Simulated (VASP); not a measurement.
BiSbS4:

```
Sb Bi S
1.0
     5.40277    0.00000    0.00000
    -2.70139    4.67894    0.00000
     0.00000    0.00000    6.56084
Sb Bi S
1 1 4
Cartesian
  0.0000 0.0000 3.2804
  0.0000 0.0000 0.0000
  0.0000 3.1193 1.7876
  2.7014 1.5596 1.7876
  2.7014 1.5596 4.7733
  0.0000 3.1193 4.7733
```

The cell was built by a generator and needn't be a form met in nature.

| Item | Value |
| --- | --- |
| Program | VASP 6.6.1 |
| Task | relaxation of cell and atoms |
| Functional | PBE |
| Potentials or basis | VASP PAW PBE potentials, release 64 (Sb, Bi_d, S) |
| Cutoff | 520 eV |
| k mesh | 3 × 3 × 2 |
| Occupations | gaussian, width 0.15 eV |
| Spin | no spin polarisation |

At the start: pressure -10.2 GPa; volume 27.64 Å³/atom.

Question: Where does the relaxation end?

Answer: Over 19 steps the energy falls by 442.9 meV/atom and the volume is 20.42 Å³/atom (-26.1 %); space group P6/mmm (No. 191, to 0.05 Å).

The path:
```tsv
step	energy change (eV)	largest force (eV/Å)	pressure (GPa)	volume (Å³)
1	0.0000	0.0766	-10.15	165.85
2	-1.9587	0.5209	-2.30	127.22
3	-2.0158	0.5835	0.62	121.91
4	-2.3343	0.4855	2.24	119.23
5	-2.4913	0.4624	3.08	117.44
6	-2.4245	0.0955	7.35	113.56
7	-2.5451	0.2761	4.54	115.60
8	-2.6352	0.0002	-1.06	125.81
9	-2.6483	0.0624	0.25	122.72
10	-2.6483	0.0692	0.28	122.58
11	-2.6477	0.0782	0.52	122.23
12	-2.6481	0.0685	0.53	122.44
13	-2.6549	0.0889	-0.09	122.92
14	-2.6552	0.0879	-0.34	123.11
15	-2.6553	0.0929	-0.28	123.06
16	-2.6552	0.0895	-0.20	122.99
17	-2.6553	0.0863	-0.16	123.03
18	-2.6553	0.0884	-0.22	123.05
19	-2.6575	0.0715	-0.10	122.52
```

Final structure:
```
Sb Bi S
1.0
     4.58889    0.00000    0.00000
    -2.29445    3.97410    0.00000
     0.00000    0.00000    6.71816
Sb Bi S
1 1 4
Direct
  0.00000 0.00000 0.50000
  0.00000 0.00000 0.00000
  0.33333 0.66667 0.25628
  0.66667 0.33333 0.25628
  0.66667 0.33333 0.74372
  0.33333 0.66667 0.74372
```

Caveat: the k mesh is coarse (spacing up to 0.48 Å⁻¹), so the values aren't converged; the volume moved by over 15 % at a fixed basis, so the end points are rough.
